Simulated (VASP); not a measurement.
Input:

```xyz
1
Lattice="0.0000 1.9000 1.9000 1.9000 0.0000 1.9000 1.9000 1.9000 0.0000" Properties=species:S:1:pos:R:3 pbc="T T T"
Rh     0.0000     0.0000     0.0000
```

Computed with r2SCAN meta-GGA with spin-orbit coupling, VASP's PBE PAW potentials (set 64) (plane waves; VASP). Settings: 400 eV cut-off, 15×15×15 Γ-centred mesh, Gaussian smearing of 0.050 eV, potentials Rh_pv.

Task: What does the run give for the energy per atom (σ→0), band gap (over mesh and band path) with the smallest direct gap where there is one?

Result: 
```json
{
 "band gap (over mesh and band path)": "none (metal, semimetal or under 0.01 eV)",
 "energy per atom (σ→0)": "-24.288 eV/atom"
}
```

The compound is Rh in the fcc structure. The cell was not relaxed at this level.
